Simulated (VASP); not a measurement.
Data:

```yaml
crystal:
  lattice:
    - [6.62028, 0.00000, 0.00000]
    - [0.00000, 6.62028, 0.00000]
    - [0.00000, 0.00000, 6.62028]
  atoms:
    - { symbol: Ge, position: [0.00000, 0.00000, 0.00000] }
    - { symbol: Ge, position: [0.50000, 0.50000, 0.00000] }
    - { symbol: Ge, position: [0.00000, 0.50000, 0.50000] }
    - { symbol: Ge, position: [0.50000, 0.00000, 0.50000] }
    - { symbol: Se, position: [0.39544, 0.39544, 0.39544] }
    - { symbol: Se, position: [0.89544, 0.10456, 0.60456] }
    - { symbol: Se, position: [0.60456, 0.89544, 0.10456] }
    - { symbol: Se, position: [0.10456, 0.60456, 0.89544] }
    - { symbol: Se, position: [0.60456, 0.60456, 0.60456] }
    - { symbol: Se, position: [0.10456, 0.89544, 0.39544] }
    - { symbol: Se, position: [0.39544, 0.10456, 0.89544] }
    - { symbol: Se, position: [0.89544, 0.39544, 0.10456] }
```

All values below come from PBEsol GGA, VASP's PBE PAW potentials (set 64) (plane waves; VASP). Numerical set-up: 400 eV cut-off, 5×5×5 Γ-centred mesh, tetrahedra with Blöchl corrections, potentials Ge_d Se.

**Question.** Predict the energy per atom (σ→0), band gap (on the k-mesh) with the smallest direct gap where there is one.

**Answer.** 
- band gap (on the k-mesh): none (metal, semimetal or under 0.01 eV)
- energy per atom (σ→0): -4.298 eV/atom

Total energies compare only between runs with the same potentials, cut-off and functional.

The structure was generated: GeSe2 was put into the pyrite type (Pa-3), which need not be its known phase. It was relaxed first, which changed the volume by +24 %.
